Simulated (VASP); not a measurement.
# ScAl3 (Pm-3m) in VASP: a series of runs, part 2 of 2

VASP 6.6.1. Earlier steps stand in the parts before.

### Step 3. Relaxation of the atoms, PBE (a relaxed cell with its volume scaled by 1.04)

Input file INCAR:

```
PREC     = Accurate       # precision mode
ENCUT    = 300            # plane-wave cutoff, eV
EDIFF    = 1E-7           # SCF threshold, eV
ISMEAR   = 1              # smearing method
SIGMA    = 0.1            # smearing width, eV
LREAL    = F              # projectors in reciprocal space
LASPH    = T              # aspherical terms in the spheres
NELM     = 80             # most SCF steps
ALGO     = Normal         # electronic algorithm
ISIF     = 2              # what is computed and relaxed
LWAVE    = F              # write WAVECAR
LCHARG   = F              # write CHGCAR
GGA      = PE             # functional
IBRION   = 2              # ionic algorithm
NSW      = 40             # ionic steps
EDIFFG   = -0.01          # ionic threshold
```

Input file KPOINTS:

```
Automatic mesh
0
Gamma
  5 5 5
```

Input file POSCAR:

```
ScAl3                                   
1.0
    4.1545990222      0.0000000000      0.0000000000
    0.0000000000      4.1545990222      0.0000000000
    0.0000000000      0.0000000000      4.1545990222
  Sc              Al            
     1     3
Direct
     0.0000000000000000    0.0000000000000000    0.0000000000000000
     0.5000000000000000    0.0000000000000000    0.5000000000000000
     0.0000000000000000    0.5000000000000000    0.5000000000000000
     0.5000000000000000    0.5000000000000000    0.0000000000000000
```

Potentials or basis: VASP PAW PBE potentials, release 64 (Sc_sv, Al).

The run is started by

```bash
$ cat potpaw_PBE.64/Sc_sv/POTCAR potpaw_PBE.64/Al/POTCAR > POTCAR
$ mpirun -np 1 vasp_std > vasp.out
```

OUTCAR:

```text
PREC = Accurate
   ENCUT = 300
   EDIFF = 1E-7
   ISMEAR = 1
   LREAL = F
   LASPH = T
   NELM = 80
   ISIF = 2
   GGA = PE
   IBRION = 2
   NSW = 40
   EDIFFG = -0.01

 ion  position               nearest neighbor table
   1  0.000  0.000  0.000-   2 2.94   3 2.94   4 2.94   2 2.94   3 2.94   3 2.94   4 2.94   3 2.94
                             2 2.94   4 2.94   2 2.94   4 2.94
   2  0.500  0.000  0.500-   1 2.94   3 2.94   4 2.94   1 2.94   4 2.94   3 2.94   4 2.94   4 2.94
                             1 2.94   3 2.94   1 2.94   3 2.94
[... 362 lines left out ...]
  -------------------------------------------------------------------------------------
  Total       -1.4349599     -1.4349599     -1.4349599      0.0000000      0.0000000      0.0000000
  in kB      -32.0599623    -32.0599623    -32.0599623      0.0000000      0.0000000      0.0000000
  external PRESSURE =     -32.0599623 kB  Pullay stress =       0.0000000 kB

 VOLUME and BASIS-vectors are now :
 -----------------------------------------------------------------------------
  energy-cutoff  :      300.00
  volume of cell :       71.71
      direct lattice vectors                 reciprocal lattice vectors
     4.154599022  0.000000000  0.000000000     0.240697115  0.000000000  0.000000000
     0.000000000  4.154599022  0.000000000     0.000000000  0.240697115  0.000000000
     0.000000000  0.000000000  4.154599022     0.000000000  0.000000000  0.240697115

 POSITION                                       TOTAL-FORCE (eV/Angst)
 -----------------------------------------------------------------------------------
      0.00000      0.00000      0.00000         0.000000      0.000000      0.000000
      2.07730      0.00000      2.07730         0.000000      0.000000      0.000000
      0.00000      2.07730      2.07730         0.000000      0.000000      0.000000
      2.07730      2.07730      0.00000         0.000000      0.000000      0.000000
 -----------------------------------------------------------------------------------
    total drift:                               -0.000000      0.000000      0.000000

  FREE ENERGIE OF THE ION-ELECTRON SYSTEM (eV)
  ---------------------------------------------------
  free  energy   TOTEN  =       -19.2706983026 eV

  energy  without entropy=      -19.2666396908  energy(sigma->0) =      -19.26934543

 reached required accuracy - stopping structural energy minimisation
```

OSZICAR:

```text
N       E                     dE             d eps       ncg     rms          rms(c)
DAV:   1     0.836793870992E+02    0.83679E+02   -0.63737E+03   288   0.847E+02
DAV:   2    -0.134729061065E+02   -0.97152E+02   -0.96010E+02   280   0.311E+02
DAV:   3    -0.202116121681E+02   -0.67387E+01   -0.62509E+01   416   0.564E+01
DAV:   4    -0.203388312937E+02   -0.12722E+00   -0.12708E+00   404   0.981E+00
DAV:   5    -0.203401491716E+02   -0.13179E-02   -0.13177E-02   392   0.102E+00    0.813E+00
DAV:   6    -0.193393833536E+02    0.10008E+01   -0.54372E+00   468   0.252E+01    0.281E+00
DAV:   7    -0.192951921236E+02    0.44191E-01   -0.10193E-01   372   0.293E+00    0.168E+00
DAV:   8    -0.192709078770E+02    0.24284E-01   -0.38613E-02   394   0.150E+00    0.231E-01
DAV:   9    -0.192707712638E+02    0.13661E-03   -0.30479E-03   364   0.393E-01    0.103E-01
DAV:  10    -0.192707083510E+02    0.62913E-04   -0.23819E-04   382   0.176E-01    0.526E-02
DAV:  11    -0.192706999645E+02    0.83865E-05   -0.29361E-05   404   0.407E-02    0.185E-02
DAV:  12    -0.192706982309E+02    0.17337E-05   -0.52426E-06   372   0.122E-02    0.256E-03
DAV:  13    -0.192706983026E+02   -0.71733E-07   -0.95872E-07   438   0.798E-03
   1 F= -.19270698E+02 E0= -.19269345E+02  d E =-.192707E+02
```

It took 7.8 s on 1 thread of Intel Xeon Platinum 8259CL at 2.50GHz (Skylake/Cascade Lake), shared host; peak memory 0.13 GiB.

What came out:

* Free energy: -19.2707 eV
* Pressure after relaxing: -3.2 GPa
* Band gap on the k mesh: none (metal or under the smearing width)

Final structure:
```
Sc Al
1.0
     4.15460    0.00000    0.00000
     0.00000    4.15460    0.00000
     0.00000    0.00000    4.15460
Sc Al
1 3
Direct
  0.00000 0.00000 0.00000
  0.50000 0.00000 0.50000
  0.00000 0.50000 0.50000
  0.50000 0.50000 0.00000
```

Caveat: the relaxation stopped at its first step, so nothing moved.

### Step 4. Relaxation of the atoms, PBE (a relaxed cell with its volume scaled by 1.06)

INCAR is that of step 3.

KPOINTS is that of step 3.

POSCAR, as its differences from that of step 3:

```diff
@@ -2,5 +2,5 @@
 1.0
-    4.1545990222      0.0000000000      0.0000000000
-    0.0000000000      4.1545990222      0.0000000000
-    0.0000000000      0.0000000000      4.1545990222
+    4.1810621498      0.0000000000      0.0000000000
+    0.0000000000      4.1810621498      0.0000000000
+    0.0000000000      0.0000000000      4.1810621498
   Sc              Al
```

The run is started by

```bash
$ cat potpaw_PBE.64/Sc_sv/POTCAR potpaw_PBE.64/Al/POTCAR > POTCAR
$ mpirun -np 1 vasp_std > vasp.out
```

It took 10 s on 1 thread of Intel Xeon Platinum 8259CL at 2.50GHz (Skylake/Cascade Lake), shared host; peak memory 0.13 GiB.

The run converged. Its results:

| Item | Value |
| --- | --- |
| Free energy | -19.2396 eV |
| Pressure after relaxing | -4.6 GPa |
| Band gap on the k mesh | none (metal or under the smearing width) |

Final structure:
```
CELL_PARAMETERS angstrom
4.18106 0.00000 0.00000
0.00000 4.18106 0.00000
0.00000 0.00000 4.18106
ATOMIC_POSITIONS crystal
Sc 0.00000 0.00000 0.00000
Al 0.50000 0.00000 0.50000
Al 0.00000 0.50000 0.50000
Al 0.50000 0.50000 0.00000
```

Levels at points of the mesh, in eV from the Fermi level:
```tsv
k point	band 7	band 8	band 9	band 10	band 11	band 12	band 13	band 14
(0.00, 0.00, 0.00)	-2.69	-1.90	-1.90	-1.90	1.11	1.11	1.11	1.16
```

Caveat: the relaxation stopped at its first step, so nothing moved.

### Step 5. Overview

| cell | gap on the mesh (eV) | pressure (GPa) |
| --- | --- | --- |
| atoms relaxed from: a relaxed cell with its volume scaled by 1.02 | none | -1.7 |
| atoms relaxed from: a relaxed cell with its volume scaled by 1.04 | none | -3.2 |
| atoms relaxed from: a relaxed cell with its volume scaled by 1.06 | none | -4.6 |

Alike in all rows: task relaxation of the atoms; level PBE; potentials or basis VASP PAW PBE potentials, release 64 (Sc_sv, Al); no spin polarisation; k mesh 5 × 5 × 5; cutoff (eV) 300; smearing methfessel-paxton 0.1 eV.

Caveats: the relaxation stopped at its first step, so nothing moved.

Total energies depend on the potentials used, so only differences within one code and one set of settings carry meaning.
